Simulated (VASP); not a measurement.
These are r2SCAN meta-GGA, VASP's PBE PAW potentials (set 64) (plane waves; VASP) values and carry that method's errors.

A VASP calculation is set up with these files.

**POSCAR**
```
ZrB2
1
    1.5830406725    -2.7419073434     0.0000000000
    1.5830406725     2.7419073434    -0.0000000000
   -0.0000000000     0.0000000000     3.5563924876
Zr B
1 2
Direct
  0.0000000000   0.0000000000   1.0000000000
  0.3333330000   0.6666670000   0.5000000000
  0.6666670000   0.3333330000   0.5000000000
```

### KPOINTS_OPT
```
k-points along high-symmetry lines
6
Line-mode
Reciprocal
  0.000000   0.000000   0.000000 ! GAMMA
 -0.000000   0.500000   0.000000 ! M

 -0.000000   0.500000   0.000000 ! M
 -0.333333   0.666667   0.000000 ! K

 -0.333333   0.666667   0.000000 ! K
  0.000000   0.000000   0.000000 ! GAMMA

  0.000000   0.000000   0.000000 ! GAMMA
  0.000000   0.000000   0.500000 ! A

  0.000000   0.000000   0.500000 ! A
 -0.000000   0.500000   0.500000 ! L

 -0.000000   0.500000   0.500000 ! L
 -0.333333   0.666667   0.500000 ! H

 -0.333333   0.666667   0.500000 ! H
  0.000000   0.000000   0.500000 ! A

 -0.000000   0.500000   0.500000 ! L
 -0.000000   0.500000   0.000000 ! M

 -0.333333   0.666667   0.500000 ! H
 -0.333333   0.666667   0.000000 ! K
```

### INCAR
```
ALGO = Normal
EDIFF = 1E-7
ENCUT = 520
ISIF = 2
ISMEAR = -5
LASPH = .True.
LCHARG = .False.
LEFG = .True.
LMAXMIX = 4
LMIXTAU = .True.
LORBIT = 11
LREAL = .False.
LWAVE = .False.
METAGGA = R2SCAN
NEDOS = 601
NELM = 100
PREC = Accurate
SYSTEM = ZrB2
```

File KPOINTS:
```
kpoints
0
G
12 12 10
```

POTCAR, in this order: Zr_sv B (PBE.64 set). Program: vasp_std.

The run wrote:

File OSZICAR:
```
       N       E                     dE             d eps       ncg     rms          rms(c)
DAV:   1     0.959048719191E+02    0.95905E+02   -0.10112E+04  2972   0.142E+03
DAV:   2    -0.431834492506E+02   -0.13909E+03   -0.13544E+03  3480   0.346E+02
DAV:   3    -0.493309747455E+02   -0.61475E+01   -0.60980E+01  4876   0.632E+01
DAV:   4    -0.494702208900E+02   -0.13925E+00   -0.13938E+00  3785   0.899E+00
DAV:   5    -0.494740496750E+02   -0.38288E-02   -0.38338E-02  4582   0.113E+00    0.233E+01
DAV:   6    -0.405225183230E+02    0.89515E+01   -0.82025E+00  3985   0.262E+01    0.768E+00
DAV:   7    -0.404376155364E+02    0.84903E-01   -0.94507E-01  3671   0.107E+01    0.154E+00
DAV:   8    -0.403415584864E+02    0.96057E-01   -0.91538E-01  3557   0.969E+00    0.101E+00
DAV:   9    -0.404656729114E+02   -0.12411E+00   -0.39151E-02  4027   0.218E+00    0.798E-01
DAV:  10    -0.405859846358E+02   -0.12031E+00   -0.94361E-02  3464   0.370E+00    0.229E-01
DAV:  11    -0.406103074763E+02   -0.24323E-01   -0.48525E-03  3807   0.754E-01    0.156E-01
DAV:  12    -0.406246910284E+02   -0.14384E-01   -0.39022E-02  3154   0.193E+00    0.193E-01
DAV:  13    -0.406320519163E+02   -0.73609E-02   -0.34823E-03  3743   0.549E-01    0.111E-01
DAV:  14    -0.406345886174E+02   -0.25367E-02   -0.77117E-04  3309   0.252E-01    0.237E-02
DAV:  15    -0.406355694764E+02   -0.98086E-03   -0.80480E-04  3369   0.270E-01    0.213E-02
DAV:  16    -0.406355952527E+02   -0.25776E-04   -0.34298E-05  4317   0.548E-02    0.113E-02
DAV:  17    -0.406355930343E+02    0.22184E-05   -0.33234E-06  3774   0.159E-02    0.696E-03
DAV:  18    -0.406356001041E+02   -0.70698E-05   -0.62609E-06  3324   0.283E-02    0.241E-03
DAV:  19    -0.406356033461E+02   -0.32420E-05   -0.71576E-07  3674   0.117E-02    0.249E-03
DAV:  20    -0.406356037952E+02   -0.44917E-06   -0.22453E-07  2844   0.586E-03    0.232E-03
DAV:  21    -0.406356039688E+02   -0.17354E-06   -0.13711E-07  1928   0.389E-03    0.325E-04
DAV:  22    -0.406356041044E+02   -0.13565E-06   -0.38786E-08  1562   0.223E-03    0.296E-04
DAV:  23    -0.406356042696E+02   -0.16519E-06   -0.59688E-09  1567   0.670E-04    0.128E-04
DAV:  24    -0.406356042571E+02    0.12486E-07   -0.16115E-09  1547   0.406E-04
   1 F= -.40635604E+02 E0= -.40635604E+02  d E =0.000000E+00
       N       E                     dE             ncg
```

### OUTCAR
```
------------------------ aborting loop because EDIFF is reached ----------------------------------------
  FORCE on cell =-STRESS in cart. coord.  units (eV):
  Direction    XX          YY          ZZ          XY          YZ          ZX
  --------------------------------------------------------------------------------------
  Total        0.0618979      0.0618979     -0.1448776      0.0000000     -0.0000000      0.0000000
  in kB        3.2121935      3.2121946     -7.5184342      0.0000000     -0.0000000      0.0000000
  external PRESSURE =      -0.3646820 kB  Pullay stress =       0.0000000 kB
  volume of cell :       30.87
      direct lattice vectors                 reciprocal lattice vectors
     1.583040672 -2.741907343  0.000000000     0.315847855 -0.182354813  0.000000000
     1.583040672  2.741907343  0.000000000     0.315847855  0.182354813  0.000000000
     0.000000000  0.000000000  3.556392488     0.000000000  0.000000000  0.281183813
 POSITION                                       TOTAL-FORCE (eV/Angst)
 -----------------------------------------------------------------------------------
      0.00000      0.00000      0.00000         0.000000      0.000000      0.000000
      1.58304      0.91397      1.77820         0.000000      0.000000      0.000000
      1.58304     -0.91397      1.77820        -0.000000     -0.000000     -0.000000
 -----------------------------------------------------------------------------------
    total drift:                                0.000000     -0.000000      0.000000
  FREE ENERGIE OF THE ION-ELECTRON SYSTEM (eV)
  ---------------------------------------------------
  free  energy   TOTEN  =       -40.6356042571 eV

  energy  without entropy=      -40.6356042571  energy(sigma->0) =      -40.63560426

 total charge

# of ion       s       p       d       tot
------------------------------------------
    1        2.164   6.033   1.727   9.923
    2        0.679   1.239   0.000   1.919
    3        0.679   1.239   0.000   1.919
--------------------------------------------------
tot          3.522   8.512   1.727  13.761

 Electric field gradients after diagonalization (V/A^2)
 (convention: |V_zz| > |V_xx| > |V_yy|)
----------------------------------------------------------------------
 ion       V_xx      V_yy      V_zz     asymmetry (V_yy - V_xx)/ V_zz
----------------------------------------------------------------------
   1     -19.732   -19.728    39.460       0.000
   2      -1.107    -1.107     2.213       0.000
   3      -1.107    -1.107     2.213       0.000
```
(Selected blocks of OUTCAR.)

For a metal the tetrahedron method with Blöchl corrections gives inexact stress and forces.

The compound is ZrB2 in the AlB2 type structure. It was relaxed first.
